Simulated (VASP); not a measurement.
All values below come from RPBE GGA, VASP's PBE PAW potentials (set 64) (plane waves; VASP).

VASP ran on this input.

INCAR:
```
# general
SYSTEM   =  KTaO3
PREC     =  Accurate
ENCUT    =  520
LREAL    =  .FALSE.
LASPH    =  .TRUE.

# electronic loop
EDIFF    =  1E-7
NELM     =  100
ALGO     =  Normal
LMAXMIX  =  6

# smearing
ISMEAR   =  0
SIGMA    =  0.05

# functional
GGA      =  RP

# ions
ISIF     =  2

# output
LWAVE    =  .FALSE.
LCHARG   =  .FALSE.
```

KPOINTS:
```
Automatic
0
gamma
 6 6 6
0 0 0
```

File POSCAR:
```
KTaO3
1
    4.0595306032     0.0000000000     0.0000000000
    0.0000000000     4.0595306032     0.0000000000
    0.0000000000     0.0000000000     4.0595306032
K Ta O
1 1 3
Direct
  0.0000000000   0.0000000000   0.0000000000
  0.5000000000   0.5000000000   0.5000000000
  0.5000000000   0.0000000000   0.5000000000
  0.0000000000   0.5000000000   0.5000000000
  0.5000000000   0.5000000000   0.0000000000
```

POTCAR, in this order: K_sv Ta_pv O (PBE.64 set). Program: vasp_std.

Unless said otherwise, spin-orbit coupling is left out, though it shifts the bands of the heavy elements here.

Q: What does the run give for the energy per atom (σ→0), band gap (on the k-mesh)?

A: 
```
Quantity                                   Value
------------------------  ----------------------
energy per atom (σ→0)     -754.7 kJ/mol of atoms
band gap (on the k-mesh)                 2.11 eV
```

### OSZICAR
```
...
DAV:  10    -0.391113904481E+02   -0.18060E-03   -0.11656E-02  1196   0.805E-01    0.623E-02
DAV:  11    -0.391115325127E+02   -0.14206E-03   -0.52921E-04  1249   0.181E-01    0.417E-02
DAV:  12    -0.391116242856E+02   -0.91773E-04   -0.14892E-04  1136   0.970E-02    0.883E-03
DAV:  13    -0.391116262607E+02   -0.19751E-05   -0.10884E-05  1472   0.273E-02    0.475E-03
DAV:  14    -0.391116268379E+02   -0.57724E-06   -0.32978E-06  1172   0.132E-02    0.248E-03
DAV:  15    -0.391116267358E+02    0.10210E-06   -0.24211E-07   968   0.364E-03    0.898E-04
DAV:  16    -0.391116267882E+02   -0.52366E-07   -0.31511E-08   712   0.133E-03
   1 F= -.39111627E+02 E0= -.39111627E+02  d E =-.336296E-20
```

The compound is KTaO3 in the cubic perovskite structure. It was relaxed first, which changed the volume by +5 %.
